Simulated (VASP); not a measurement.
# Lattice of Lanthanum, functional by functional, part 3 of 3

Aim: relax Lanthanum at several levels of theory and compare the cells. The starting structure is a measured crystal structure from the Crystallography Open Database. The first relaxation on each setting starts from this cell expanded by 3 % in volume.

VASP 6.6.1.

Results so far: PBEsol 34.03 Å³ an atom; LDA 32.13 Å³ an atom; PBE 37.16 Å³ an atom; PBEsol + D3(BJ) 30.74 Å³ an atom; r2SCAN 37.34 Å³ an atom; r2SCAN + rVV10 36.43 Å³ an atom.

## 8. Relaxation with vdW-DF-cx (continued)

Level of this step: vdW-DF-cx; plane waves and PAW (La) (VASP).

Parts of OUTCAR (step 8):

```text
  Total        0.0150282      0.0150282     -0.0013056      0.0000000      0.0000000      0.0000000
  in kB        0.1756987      0.1756987     -0.0152641      0.0000000      0.0000000      0.0000000
  external PRESSURE =       0.1120444 kB  Pullay stress =       0.0000000 kB

 POSITION                                       TOTAL-FORCE (eV/Angst)
 -----------------------------------------------------------------------------------
      1.83229      1.05787      2.94585         0.000000      0.000000      0.000000
     -0.00000      2.11575      8.83754        -0.000000     -0.000000      0.000000
      0.00000      0.00000      5.89169        -0.000000      0.000000      0.000000
      0.00000      0.00000     11.78338        -0.000000      0.000000      0.000000
 -----------------------------------------------------------------------------------
    total drift:                               -0.000000      0.000000      0.000000

  FREE ENERGIE OF THE ION-ELECTRON SYSTEM (eV)
  ---------------------------------------------------
  free  energy   TOTEN  =       -11.5217196384 eV

  energy  without entropy=      -11.5202756181  energy(sigma->0) =      -11.52123830

[... 2 parts as in an earlier step ...]

[... 2 further parts left out ...]
[key lines of the parts left out:]
E-fermi :   8.6101
```

With vdW-DF-cx the relaxed cell holds 34.260 Å³ an atom, -8.43 % against the measured cell, with a = 3.665 Å and c = 11.783 Å. That is +0.68 % from PBEsol.

## 9. Relaxation with PBEsol + D4

D4 lets the coefficients depend on atomic charges too. This run starts from the cell of an earlier relaxation, which isn't shown; the restart sets up the plane waves anew.

Contents of INCAR:

```
SYSTEM = La
PREC = Accurate
ENCUT = 450
EDIFF = 1E-06
NELM = 100
ISMEAR = 1
SIGMA = 0.15
LREAL = .FALSE.
ALGO = Normal
GGA = PS
IVDW = 13
NBANDS = 28
LASPH = .TRUE.
LORBIT = 11
LWAVE = .FALSE.
LCHARG = .FALSE.
KPAR = 8
IBRION = 2
NSW = 50
ISIF = 3
EDIFFG = -0.006
```

Contents of POSCAR:

```
La
1.0
    3.6174073804      0.0000000000      0.0000000000
   -1.8087036902      3.1327666873      0.0000000000
    0.0000000000      0.0000000000     11.6362402853
La
4
Direct
    0.6666666667      0.3333333333      0.2500000000
    0.3333333333      0.6666666667      0.7500000000
    0.0000000000      0.0000000000      0.5000000000
    0.0000000000      0.0000000000      0.0000000000
```

Contents of KPOINTS:

```
Automatic mesh
0
Gamma
12 12 4
0 0 0
```

Potentials, in the order of the species: La (PBE family, release 64).

Started as:

```bash
> mpirun -np 8 vasp_std
```

What it wrote:

```text
[... set-up lines as in an earlier step ...]
 entering main loop
       N       E                     dE             d eps       ncg     rms          rms(c)
DAV:   1     0.546820168288E+03    0.54682E+03   -0.13444E+04  3208   0.195E+03
DAV:   2     0.101642084777E+03   -0.44518E+03   -0.43741E+03  4632   0.429E+02
DAV:   3    -0.617575941624E+01   -0.10782E+03   -0.10614E+03  5616   0.254E+02
DAV:   4    -0.191385671472E+02   -0.12963E+02   -0.12635E+02  5936   0.879E+01
[...]
DAV:  13    -0.213751236475E+02   -0.18934E-05   -0.20521E-05  5016   0.292E-02    0.485E-03
DAV:  14    -0.213751250287E+02   -0.13812E-05   -0.61238E-06  4432   0.246E-02    0.196E-03
DAV:  15    -0.213751249552E+02    0.73500E-07   -0.49492E-07  2728   0.145E-02
   1 F= -.22149218E+02 E0= -.22148215E+02  d E =-.221492E+02
[...]
reached required accuracy - stopping structural energy minimisation
```

Elapsed: 29 s, on 8 MPI ranks of Intel Xeon 6975P-C (Granite Rapids), shared host; peak memory 2.9 GiB; 3 min of CPU time.

From OUTCAR (step 9):

```text
  Edisp (eV):   -0.77409

  Total       0.01103     0.01103    -0.02106     0.00000     0.00000     0.00000
  in kB       0.13403     0.13403    -0.25592     0.00000     0.00000     0.00000
  external pressure =        0.00 kB  Pullay stress =        0.00 kB

 POSITION                                       TOTAL-FORCE (eV/Angst)
 -----------------------------------------------------------------------------------
      1.80870      1.04426      2.90906        -0.000000      0.000000      0.000000
     -0.00000      2.08851      8.72718         0.000000     -0.000000     -0.000000
      0.00000      0.00000      5.81812        -0.000000     -0.000000     -0.000000
      0.00000      0.00000      0.00000        -0.000000     -0.000000     -0.000000
 -----------------------------------------------------------------------------------
    total drift:                               -0.000000      0.000000      0.000000

  FREE ENERGIE OF THE ION-ELECTRON SYSTEM (eV)
  ---------------------------------------------------
  free  energy   TOTEN  =       -22.1492178270 eV

  energy  without entropy=      -22.1462092249  energy(sigma->0) =      -22.14821496

[... 2 parts as in an earlier step ...]

[... 2 further parts left out ...]
[key lines of the parts left out:]
E-fermi :   8.9573
```

With PBEsol + D4 the relaxed cell holds 32.967 Å³ an atom, -11.89 % against the measured cell, with a = 3.617 Å and c = 11.636 Å. That is -3.12 % from PBEsol.

## 10. Comparison

| level | volume (Å³/atom) | against the measured cell (%) | a (Å) | c (Å) | pressure left (GPa) | core minutes |
| --- | --- | --- | --- | --- | --- | --- |
| PBEsol | 34.028 | -9.05 | 3.6556 | 11.7609 | 0.0 | 18.0 |
| LDA | 32.132 | -14.12 | 3.5882 | 11.527 | -0.01 | 14.7 |
| PBE | 37.159 | -0.69 | 3.7639 | 12.115 | 0.01 | 10.9 |
| PBEsol + D3(BJ) | 30.737 | -17.85 | 3.5361 | 11.3541 | -0.03 | 17.5 |
| r2SCAN | 37.341 | -0.2 | 3.7778 | 12.0848 | 0.0 | 45.6 |
| r2SCAN + rVV10 | 36.434 | -2.62 | 3.7474 | 11.9833 | 0.0 | 103.0 |
| vdW-DF-cx | 34.26 | -8.43 | 3.6646 | 11.7834 | 0.01 | 85.5 |
| PBEsol + D4 | 32.967 | -11.89 | 3.6174 | 11.6362 | 0.0 | 18.4 |

Core minutes are wall time times ranks, summed over the relaxations behind a row (those for a bulk modulus apart), on shared hosts.

## 11. Summary of results

- volume, PBEsol: 34.03 Å³/atom
- volume, LDA: 32.13 Å³/atom
- volume, PBE: 37.16 Å³/atom
- volume, PBEsol + D3(BJ): 30.74 Å³/atom
- volume, r2SCAN: 37.34 Å³/atom
- volume, r2SCAN + rVV10: 36.43 Å³/atom
- volume, vdW-DF-cx: 34.26 Å³/atom
- volume, PBEsol + D4: 32.97 Å³/atom

**Reading.** Across 8 levels the volume of Lanthanum spans 21.5 %, from 30.74 Å³ an atom (PBEsol + D3(BJ)) to 37.34 Å³ (r2SCAN). Against the measured volume of the starting structure, r2SCAN comes nearest (-0.2 %) and PBEsol + D3(BJ) lies farthest (-17.8 %). The measured cell holds zero-point expansion and, unless it was taken cold, thermal expansion, which the runs lack, so small differences decide nothing. Adding D3(BJ) to PBEsol changes the volume by -9.7 %. Adding rVV10 to r2SCAN changes the volume by -2.4 %. Adding D4 to PBEsol changes the volume by -3.1 %. All runs keep the symmetry of the start, so they can't find a distortion of lower symmetry. Further runs on this material are not shown.

[Lines on the potential files, build, host, timing and source positions are cut from VASP's logs without a mark.]

[Logs are printed without paths, hosts, clocks, repeated set-up lines and the standing remarks that a program may print on its own settings, such as how far it seeks lower states.]

[Hosts, paths, dates, database ids (printed as entryN), source tags and the programs' standing remarks are cut or masked in the printed files.]
